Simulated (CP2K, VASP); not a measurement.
VASP input:

File KPOINTS:
```
kpoints
0
gamma
  4 4 3
```

POSCAR:
```
CdPPd5
1
    3.8994170000     0.0000000000     0.0000000000
    0.0000000000     3.8994170000     0.0000000000
    0.0000000000     0.0000000000     6.9343120000
Cd P Pd
1 1 5
Direct
  0.5000000000   0.5000000000   0.0000000000
  0.0000000000   0.0000000000   0.5000000000
  0.0000000000   0.0000000000   0.0000000000
  0.5000000000   0.0000000000   0.6992800000
  0.5000000000   0.0000000000   0.3007200000
  0.0000000000   0.5000000000   0.6992800000
  0.0000000000   0.5000000000   0.3007200000
```

### INCAR
```
ALGO=Normal
EDIFF=1E-6
ENCUT=300
GGA=PS
ISIF=2
ISMEAR=-1
LASPH=.True.
LCHARG=.False.
LMAXMIX=4
LREAL=.False.
LWAVE=.False.
NELM=100
PREC=Accurate
SIGMA=0.1
SYSTEM=CdPPd5
```

POTCAR, in this order: Cd P Pd (PBE.64 set). Program: vasp_std.

### Question
Write an input for CP2K that does the same calculation.

### Answer
One input that does it (PBEsol, GPW, DZVP-MOLOPT-PBE-GTH basis, GTH-PBE potentials (POTENTIAL_UZH)):
```
&GLOBAL
  PROJECT calc
  RUN_TYPE ENERGY_FORCE
  PRINT_LEVEL LOW
&END GLOBAL
&FORCE_EVAL
  METHOD Quickstep
  STRESS_TENSOR ANALYTICAL
  &DFT
    BASIS_SET_FILE_NAME BASIS_MOLOPT_UZH
    POTENTIAL_FILE_NAME POTENTIAL_UZH
    &QS
      METHOD GPW
      EPS_DEFAULT 1E-10
    &END QS
    &MGRID
      CUTOFF 500
      REL_CUTOFF 40
      NGRIDS 5
    &END MGRID
    &SCF
      SCF_GUESS ATOMIC
      EPS_SCF 1E-6
      MAX_SCF 100
      ADDED_MOS 18
      &DIAGONALIZATION
        ALGORITHM STANDARD
      &END DIAGONALIZATION
      &MIXING
        METHOD BROYDEN_MIXING
        ALPHA 0.3
        NBUFFER 10
      &END MIXING
      &SMEAR ON
        METHOD FERMI_DIRAC
        ELECTRONIC_TEMPERATURE [K] 1160.45
      &END SMEAR
    &END SCF
    &KPOINTS
      SCHEME MONKHORST-PACK 4 4 3
      GAMMA_CENTERED T
    &END KPOINTS
    &XC
      &XC_FUNCTIONAL
        &PBE
          PARAMETRIZATION PBESOL
        &END PBE
      &END XC_FUNCTIONAL
    &END XC
    &PRINT
      &MO
        EIGENVALUES T
        OCCUPATION_NUMBERS T
        NDIGITS 8
        FILENAME mo
        &EACH
          QS_SCF 0
        &END EACH
        ADD_LAST NUMERIC
      &END MO
      &MULLIKEN OFF
      &END MULLIKEN
    &END PRINT
  &END DFT
  &SUBSYS
    &CELL
      A 3.89941700 0.00000000 0.00000000
      B 0.00000000 3.89941700 0.00000000
      C 0.00000000 0.00000000 6.93431200
      PERIODIC XYZ
    &END CELL
    &COORD
      SCALED
      Cd       0.50000000     0.50000000     0.00000000
      P        0.00000000     0.00000000     0.50000000
      Pd       0.00000000     0.00000000     0.00000000
      Pd       0.50000000     0.00000000     0.69928000
      Pd       0.50000000     0.00000000     0.30072000
      Pd       0.00000000     0.50000000     0.69928000
      Pd       0.00000000     0.50000000     0.30072000
    &END COORD
    &KIND Cd
      BASIS_SET DZVP-MOLOPT-PBE-GTH-q12
      POTENTIAL GTH-PBE-q12
    &END KIND
    &KIND P
      BASIS_SET DZVP-MOLOPT-PBE-GTH-q5
      POTENTIAL GTH-PBE-q5
    &END KIND
    &KIND Pd
      BASIS_SET DZVP-MOLOPT-PBE-GTH-q18
      POTENTIAL GTH-PBE-q18
    &END KIND
  &END SUBSYS
  &PRINT
    &FORCES ON
    &END FORCES
    &STRESS_TENSOR ON
    &END STRESS_TENSOR
  &END PRINT
&END FORCE_EVAL
```
Both inputs were run and reached self-consistency, which says nothing on mesh or cut-off. Potentials, basis and cut-offs are each code's own, so they don't translate, and total energies aren't comparable.

The structure comes from a computed database's CdPPd5 entry; how it stands against other phases isn't given here. The cell was not relaxed at this level, and it may have been scaled.
